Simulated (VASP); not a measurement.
# Ga7Ir8 (a cell with a defect) in VASP: further runs

The runs below take Ga7Ir8 (a cell with a defect) through single point, with PBEsol.

Program: VASP 6.6.1. These are calculated values, not measurements. Logs are shortened: lines on timing, memory, paths and dates and some standing lists are left out, and cuts for length are marked.

## 1. The crystal as given

The cell holds a defect, 15 atoms: a = 5.997 Å, b = 5.997 Å, c = 5.997 Å, α = 90.00°, β = 90.00°, γ = 90.00°.

## 2. Single point, PBEsol

INCAR reads:

```
SYSTEM = Ga7Ir8
ALGO = Fast
EDIFF = 1E-6
ENCUT = 520
GGA = PS
ISIF = 2
ISMEAR = -1
LASPH = .TRUE.
LCHARG = .TRUE.
LELF = .TRUE.
LREAL = Auto
LVHAR = .TRUE.
LWAVE = .FALSE.
NBANDS = 94
NELM = 100
PREC = Accurate
SIGMA = 0.1
```

KPOINTS reads:

```
k-points
0
G
  3 3 3
  0 0 0
```

POSCAR reads:

```
Ga7Ir8
1.0
    5.9966230000      0.0000000000      0.0000000000
    0.0000000000      5.9966230000      0.0000000000
    0.0000000000      0.0000000000      5.9966230000
Ir Ga
8 7
Direct
    0.2486367744      0.2501406208      0.2486868026
    0.2485922493      0.2499770287      0.7465296718
    0.2485337164      0.7523274350      0.2485707372
    0.2484831880      0.7523996423      0.7465975433
    0.7508916268      0.2499039876      0.2486704600
    0.7509991874      0.2496705229      0.7462191637
    0.7509671694      0.7521454992      0.2488705727
    0.7508551063      0.7520339364      0.7467191117
   -0.0003408585      0.0011303028      0.9976493436
   -0.0004130658      0.5009306071     -0.0024945707
   -0.0001454152      0.5013705214      0.4976769425
    0.4999030288      0.0009331919     -0.0023644975
    0.4997994705      0.0009280223      0.4976119059
    0.4998951910      0.5009556212     -0.0024657211
    0.4996495528      0.5012122656      0.4976664366
```

Potentials or basis: VASP PAW PBE potentials, release 64 (Ir, Ga_d).

The run is started by

```
> cat potpaw_PBE.64/Ir/POTCAR potpaw_PBE.64/Ga_d/POTCAR > POTCAR
> mpirun -np 1 vasp_std > vasp.out
```

OUTCAR:

```text
SYSTEM = Ga7Ir8
   EDIFF = 1E-6
   ENCUT = 520
   GGA = PS
   ISIF = 2
   ISMEAR = -1
   LASPH = .TRUE.
   LREAL = Auto
   NELM = 100
   PREC = Accurate

 ion  position               nearest neighbor table
   1  0.249  0.250  0.249-  11 2.59   9 2.59  13 2.59  10 2.60  15 2.60  12 2.60  14 2.61   5 2.98
                             3 2.99   2 2.99   2 3.01   3 3.01   5 3.01
   2  0.249  0.250  0.747-   9 2.59  11 2.59  13 2.59  10 2.60  15 2.60  12 2.60  14 2.61   4 2.98
                             6 2.98   1 2.99   1 3.01   6 3.01   4 3.01
   3  0.249  0.752  0.249-   9 2.59  11 2.59  13 2.59  12 2.60  15 2.60  10 2.60  14 2.61   7 2.98
                             1 2.99   4 2.99   4 3.01   1 3.01   7 3.01
   4  0.248  0.752  0.747-  11 2.59   9 2.59  13 2.59  12 2.60  10 2.60  15 2.60  14 2.61   2 2.98
                             8 2.98   3 2.99   3 3.01   8 3.01   2 3.01
   5  0.751  0.250  0.249-   9 2.59  13 2.59  11 2.59  10 2.60  12 2.60  15 2.60  14 2.61   6 2.98
                             1 2.98   7 2.98   7 3.01   1 3.01   6 3.01
   6  0.751  0.250  0.746-  13 2.59   9 2.59  11 2.59  10 2.60  12 2.60  15 2.60  14 2.61   5 2.98
                             2 2.98   8 2.98   8 3.01   2 3.01   5 3.01
   7  0.751  0.752  0.249-  11 2.59  13 2.59   9 2.59  15 2.60  12 2.60  10 2.60  14 2.61   3 2.98
                             5 2.98   8 2.99   8 3.01   5 3.01   3 3.01
   8  0.751  0.752  0.747-  11 2.59   9 2.59  13 2.59  10 2.60  12 2.60  15 2.60  14 2.61   4 2.98
                             6 2.98   7 2.99   7 3.01   6 3.01   4 3.01
   9  1.000  0.001  0.998-   5 2.59   3 2.59   4 2.59   6 2.59   8 2.59   7 2.59   2 2.59   1 2.59
[... 9 lines left out ...]
  14  0.500  0.501  0.998-   8 2.61   5 2.61   1 2.61   2 2.61   7 2.61   6 2.61   3 2.61   4 2.61

  15  0.500  0.501  0.498-   7 2.60   1 2.60   8 2.60   2 2.60   4 2.60   3 2.60   6 2.60   5 2.60

  LATTYP: Found a simple cubic cell.
 ALAT       =     5.9966230000

  Lattice vectors:

 A1 = (   5.9966230000,   0.0000000000,   0.0000000000)
 A2 = (   0.0000000000,   5.9966230000,   0.0000000000)
 A3 = (   0.0000000000,   0.0000000000,   5.9966230000)

Analysis of symmetry for initial positions (statically):
=====================================================================
 Subroutine PRICEL returns:
 Original cell was already a primitive cell.

 Routine SETGRP: Setting up the symmetry group for a
 simple cubic supercell.

 Subroutine GETGRP returns: Found  1 space group operations
 (whereof  1 operations were pure point group operations)
 out of a pool of 48 trial point group operations.

The static configuration has the point symmetry C_1 .

Analysis of symmetry for dynamics (positions and initial velocities):
=====================================================================
 Subroutine PRICEL returns:
 Original cell was already a primitive cell.

 Routine SETGRP: Setting up the symmetry group for a
 simple cubic supercell.

 Subroutine GETGRP returns: Found  1 space group operations
 (whereof  1 operations were pure point group operations)
 out of a pool of 48 trial point group operations.

The dynamic configuration has the point symmetry C_1 .

 Subroutine INISYM returns: Found  1 space group operations
 (whereof  1 operations are pure point group operations),
 and found     1 'primitive' translations

----------------------------------------------------------------------------------------

                                     Primitive cell

  volume of cell :     215.6355

  direct lattice vectors                    reciprocal lattice vectors
     5.996623000  0.000000000  0.000000000     0.166760525  0.000000000  0.000000000
     0.000000000  5.996623000  0.000000000     0.000000000  0.166760525  0.000000000
     0.000000000  0.000000000  5.996623000     0.000000000  0.000000000  0.166760525

  length of vectors
     5.996623000  5.996623000  5.996623000     0.166760525  0.166760525  0.166760525

  position of ions in fractional coordinates (direct lattice)
     0.248636774  0.250140621  0.248686803
     0.248592249  0.249977029  0.746529672
     0.248533716  0.752327435  0.248570737
[... 48 lines left out ...]

  Shift w.r.t. Gamma in fractional coordinates (k-lattice)
     0.000000000  0.000000000  0.000000000

 Subroutine IBZKPT returns following result:
 ===========================================

 Found     14 irreducible k-points:

 Following reciprocal coordinates:
            Coordinates               Weight
  0.000000  0.000000  0.000000      1.000000
  0.333333  0.000000  0.000000      2.000000
  0.000000  0.333333  0.000000      2.000000
  0.000000  0.000000  0.333333      2.000000
  0.333333  0.333333  0.000000      2.000000
  0.000000  0.333333  0.333333      2.000000
  0.333333  0.000000  0.333333      2.000000
 -0.333333  0.333333  0.000000      2.000000
 -0.333333  0.000000  0.333333      2.000000
  0.000000 -0.333333  0.333333      2.000000
  0.333333  0.333333  0.333333      2.000000
 -0.333333  0.333333  0.333333      2.000000
 -0.333333 -0.333333  0.333333      2.000000
  0.333333 -0.333333  0.333333      2.000000
   k-points           NKPTS =     14   k-points in BZ     NKDIM =     14   number of bands    NBANDS=     94
   number of dos      NEDOS =    301   number of ions     NIONS =     15
   total plane-waves  NPLWV = 110592
   dimension x,y,z NGX =    48 NGY =   48 NGZ =   48
   dimension x,y,z NGXF=    96 NGYF=   96 NGZF=   96
   ions per type =               8   7
   NGX,Y,Z   is equivalent  to a cutoff of  13.31, 13.31, 13.31 a.u.
   NGXF,Y,Z  is equivalent  to a cutoff of  26.61, 26.61, 26.61 a.u.
 SYSTEM =  Ga7Ir8
   PREC   = accura    normal or accurate (medium, high low for compatibility)
   ISTART =      0    job   : 0-new  1-cont  2-samecut
   ICHARG =      2    charge: 1-file 2-atom 10-const
   ISPIN  =      1    spin polarized calculation?
   LNONCOLLINEAR =      F non collinear calculations
   LSORBIT =      F    spin-orbit coupling
   LASPH  =      T    aspherical Exc in radial PAW
   ENCUT  =  520.0 eV  38.22 Ry    6.18 a.u.  11.15 11.15 11.15*2*pi/ulx,y,z
   NELM   =    100;   NELMIN=  2; NELMDL= -5     # of ELM steps
   EDIFF  = 0.1E-05   stopping-criterion for ELM
   LREAL  =      T    real-space projection
   EDIFFG = 0.1E-04   stopping-criterion for IOM
   NSW    =      0    number of steps for IOM
   IBRION =     -1    ionic relax: 0-MD 1-quasi-New 2-CG
   NFREE  =      0    steps in history (QN), initial steepest desc. (CG)
   ISIF   =      2    stress and relaxation
   ISYM   =      2    0-nonsym 1-usesym 2-fastsym
   POTIM  = 0.5000    time-step for ionic-motion
   TEBEG  =    0.0;   TEEND  =   0.0 temperature during run
   PSTRESS=    0.0 pullay stress
   NELECT =     163.0000    total number of electrons
   NUPDOWN=      -1.0000    fix difference up-down
   EMIN   =  10.00;   EMAX   =-10.00  energy-range for DOS
   EFERMI =   0.00;   METHOD = LEGACY
   ISMEAR =    -1;   SIGMA  =   0.10  broadening in eV -4-tet -1-fermi 0-gaus
   EFERMI_NEDOS =   21; number of points for ismear=-14 and -15
   IALGO  =     68    algorithm
   IMIX   =      4    mixing-type and parameters
     AMIX     =   0.40;   BMIX     =  1.00
     AMIX_MAG =   1.60;   BMIX_MAG =  1.00
  volume/ion in A,a.u.               =      14.38        97.01
  Fermi-wavevector in a.u.,A,eV,Ry     =   1.491296  2.818141 30.258878  2.223965
  Thomas-Fermi vector in A             =   2.603969
   LORBIT       =      0    0 simple, 1 ext, 2 COOP (PROOUT), +10 PAW based schemes
   GGA     = PS    functional components
   LHFCALC =     F    Hartree Fock is set to
   AEXX    =    0.0000 exact exchange contribution
   IVDW    =     0    specifies the selected vdW correction
   LEPSILON=     F    determine dielectric tensor
   LRPA    =     F    only Hartree local field effects (RPA)
 non-spin polarized calculation
 RMM-DIIS sequential band-by-band and
  energy-cutoff  :      520.00
  volume of cell :      215.64
 maximum number of plane-waves:      5824
 NGX is ok and might be reduce to    48
   NGX = 23   NGY = 23   NGZ = 23

 number of electron     163.0000011 magnetization

 Free energy of the ion-electron system (eV)
  ---------------------------------------------------
  ext. energy  EPLUGINS =         0.00000000
  ---------------------------------------------------
  free energy    TOTEN  =      -107.61795588 eV

  energy without entropy =     -107.53912607  energy(sigma->0) =     -107.57854097

 E-fermi :   8.5999     XC(G=0): -13.2992

 val. band max:        8.3731349218   @ k =   0.0000  -0.3333   0.3333
 cond. band min:       8.8855117877   @ k =   0.0000   0.3333   0.0000
 fundamental gap:      0.5123768659
 Fermi energy:         8.5999282579

 k-point     1 :       0.0000    0.0000    0.0000
  band No.  band energies     occupation
      1      -6.4067      2.00000
      2      -6.4067      2.00000
      3      -6.4066      2.00000
      4      -6.4004      2.00000
      5      -6.4004      2.00000
      6      -6.3379      2.00000
[... 1333 lines left out ...]
     92      12.2087      0.00000
     93      12.8834      0.00000
 [bands above 93 left out]

------------------------ aborting loop because EDIFF is reached ----------------------------------------

  FORCE on cell =-STRESS in cart. coord.  units (eV):
  Direction    XX          YY          ZZ          XY          YZ          ZX
  --------------------------------------------------------------------------------------
  -------------------------------------------------------------------------------------
  Total       -5.3513476     -5.3500225     -5.3512402      0.0046719     -0.0066808     -0.0004357
  in kB      -39.7606530    -39.7508075    -39.7598546      0.0347123     -0.0496384     -0.0032375
  external PRESSURE =     -39.7571050 kB  Pullay stress =       0.0000000 kB

 VOLUME and BASIS-vectors are now :
 -----------------------------------------------------------------------------
  energy-cutoff  :      520.00
  volume of cell :      215.64
      direct lattice vectors                 reciprocal lattice vectors
     5.996623000  0.000000000  0.000000000     0.166760525  0.000000000  0.000000000
     0.000000000  5.996623000  0.000000000     0.000000000  0.166760525  0.000000000
     0.000000000  0.000000000  5.996623000     0.000000000  0.000000000  0.166760525

 POSITION                                       TOTAL-FORCE (eV/Angst)
 -----------------------------------------------------------------------------------
      1.49098      1.50000      1.49128        -0.001500     -0.012721      0.011173
      1.49071      1.49902      4.47666         0.002606     -0.006492     -0.012666
      1.49036      4.51142      1.49058         0.003161      0.001726      0.012826
      1.49006      4.51186      4.47706         0.004385     -0.003717     -0.010018
      4.50281      1.49858      1.49118         0.004676     -0.001529      0.014754
      4.50346      1.49718      4.47480        -0.003206      0.005758     -0.001640
      4.50327      4.51033      1.49238        -0.001784      0.004054      0.004262
      4.50260      4.50966      4.47779         0.004150      0.009061     -0.018820
      5.99458      0.00678      5.98253         0.005408      0.002548      0.002539
      5.99415      3.00389      5.98166         0.010591      0.001849      0.005895
      5.99575      3.00653      2.98438        -0.001474     -0.014465     -0.005224
      2.99773      0.00560      5.98244        -0.008418      0.013183      0.001546
      2.99711      0.00556      2.98399        -0.009386      0.007746     -0.004533
      2.99768      3.00404      5.98184        -0.009674     -0.000346      0.002627
      2.99621      3.00558      2.98432         0.000464     -0.006656     -0.002721
 -----------------------------------------------------------------------------------
    total drift:                                0.000525     -0.001339      0.000183

  FREE ENERGIE OF THE ION-ELECTRON SYSTEM (eV)
  ---------------------------------------------------
  free  energy   TOTEN  =      -107.6179558772 eV

  energy  without entropy=     -107.5391260682  energy(sigma->0) =     -107.57854097
```

It took 7.6 min on 1 thread of Intel Xeon Platinum 8488C (Sapphire Rapids), shared host; peak memory 0.44 GiB.

Results:

| Property | Result |
| --- | --- |
| Free energy | -107.6180 eV |
| Pressure | -4.0 GPa |
| Largest force | 0.021 eV/Å |
| Band gap on the k mesh | none (metal or under the smearing width) |

Forces on the atoms (eV/Å):
```
Ir  -0.002 -0.013  0.011
Ir   0.003 -0.006 -0.013
Ir   0.003  0.002  0.013
Ir   0.004 -0.004 -0.010
Ir   0.005 -0.002  0.015
Ir  -0.003  0.006 -0.002
Ir  -0.002  0.004  0.004
Ir   0.004  0.009 -0.019
Ga   0.005  0.003  0.003
Ga   0.011  0.002  0.006
Ga  -0.001 -0.014 -0.005
Ga  -0.008  0.013  0.002
Ga  -0.009  0.008 -0.005
Ga  -0.010  0.000  0.003
Ga   0.000 -0.007 -0.003
```

Caveat: the PAW data sets were made with another functional, which shifts forces and pressure a little. The run has no spin-orbit coupling, so splittings on Ir are missing.

(Part 1 of 2 ends here.)
